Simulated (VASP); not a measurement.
These are LDA (Ceperley-Alder, Perdew-Zunger), VASP's LDA PAW potentials (set 64) (plane waves; VASP) values and carry that method's errors.

VASP ran on this input.

### INCAR
```
ALGO = Normal
EDIFF = 1E-7
ENCUT = 520
ISIF = 2
ISMEAR = 0
LASPH = .True.
LCHARG = .False.
LMAXMIX = 4
LREAL = .False.
LWAVE = .False.
NELM = 100
PREC = Accurate
SIGMA = 0.05
SYSTEM = CdSe
```

### POSCAR
```
CdSe
1
    0.0000000000     3.0419889732     3.0419889732
    3.0419889732     0.0000000000     3.0419889732
    3.0419889732     3.0419889732     0.0000000000
Cd Se
1 1
Direct
  0.0000000000   0.0000000000   0.0000000000
  0.2500000000   0.2500000000   0.2500000000
```

File KPOINTS:
```
Automatic mesh
0
Gamma
8 8 8
0 0 0
```

POTCAR, in this order: Cd Se (LDA.64 set). Program: vasp_std.

Output of the run:

### OUTCAR
```
 ion  position               nearest neighbor table
   1  0.000  0.000  0.000-   2 2.63   2 2.63   2 2.63   2 2.63
   2  0.250  0.250  0.250-   1 2.63   1 2.63   1 2.63   1 2.63
  LATTYP: Found a face centered cubic cell.
 ALAT       =     6.0839779464
 Subroutine PRICEL returns:
 Original cell was already a primitive cell.
 Subroutine GETGRP returns: Found 24 space group operations
The static configuration has the point symmetry T_d .
The dynamic configuration has the point symmetry T_d .
 Subroutine INISYM returns: Found 24 space group operations
 Subroutine IBZKPT returns following result:
 Found     29 irreducible k-points:

 Following reciprocal coordinates:
            Coordinates               Weight
  0.000000  0.000000  0.000000      1.000000
  0.125000  0.000000  0.000000      8.000000
  0.250000  0.000000  0.000000      8.000000
  0.375000  0.000000  0.000000      8.000000
  0.500000  0.000000  0.000000      4.000000
  0.125000  0.125000  0.000000      6.000000
  0.250000  0.125000  0.000000     24.000000
  0.375000  0.125000  0.000000     24.000000
  0.500000  0.125000  0.000000     24.000000
...
```

OSZICAR:
```
       N       E                     dE             d eps       ncg     rms          rms(c)
DAV:   1     0.110158981484E+03    0.11016E+03   -0.89829E+03   762   0.124E+03
DAV:   2    -0.227897108513E+01   -0.11244E+03   -0.10766E+03   879   0.296E+02
DAV:   3    -0.710008869780E+01   -0.48211E+01   -0.48078E+01   879   0.632E+01
DAV:   4    -0.712631345952E+01   -0.26225E-01   -0.26222E-01   854   0.472E+00
DAV:   5    -0.712646924730E+01   -0.15579E-03   -0.15578E-03   859   0.323E-01    0.648E+00
DAV:   6    -0.678422873440E+01    0.34224E+00   -0.65000E-01  1052   0.112E+01    0.500E+00
DAV:   7    -0.675741359076E+01    0.26815E-01   -0.13108E-01   804   0.291E+00    0.214E+00
DAV:   8    -0.675419410687E+01    0.32195E-02   -0.13981E-02   804   0.179E+00    0.209E-01
DAV:   9    -0.675389437280E+01    0.29973E-03   -0.19483E-03   899   0.697E-01    0.481E-02
DAV:  10    -0.675386969561E+01    0.24677E-04   -0.18153E-04   829   0.216E-01    0.345E-02
DAV:  11    -0.675387485651E+01   -0.51609E-05   -0.20753E-05   784   0.473E-02    0.133E-02
DAV:  12    -0.675387428908E+01    0.56743E-06   -0.35893E-06   794   0.301E-02    0.418E-03
DAV:  13    -0.675387435183E+01   -0.62749E-07   -0.31147E-07   804   0.559E-03
   1 F= -.67538744E+01 E0= -.67538744E+01  d E =-.412680E-09
```

File OUTCAR:
```
------------------------ aborting loop because EDIFF is reached ----------------------------------------
  FORCE on cell =-STRESS in cart. coord.  units (eV):
  Direction    XX          YY          ZZ          XY          YZ          ZX
  --------------------------------------------------------------------------------------
  Total       -0.5581140     -0.5581140     -0.5581140      0.0000000      0.0000000      0.0000000
  in kB      -15.8829293    -15.8829293    -15.8829293      0.0000000      0.0000000      0.0000000
  external PRESSURE =     -15.8829293 kB  Pullay stress =       0.0000000 kB
  volume of cell :       56.30
      direct lattice vectors                 reciprocal lattice vectors
     0.000000000  3.041988973  3.041988973    -0.164366145  0.164366145  0.164366145
     3.041988973  0.000000000  3.041988973     0.164366145 -0.164366145  0.164366145
     3.041988973  3.041988973  0.000000000     0.164366145  0.164366145 -0.164366145
  FREE ENERGIE OF THE ION-ELECTRON SYSTEM (eV)
  ---------------------------------------------------
  free  energy   TOTEN  =        -6.7538743518 eV

  energy  without entropy=       -6.7538743514  energy(sigma->0) =       -6.75387435
```
(Selected blocks of OUTCAR.)

The compound is CdSe in the zinc blende structure, whereas wurtzite is the usual form. This cell is one point of a volume scan, at 1.03 of the reference volume.
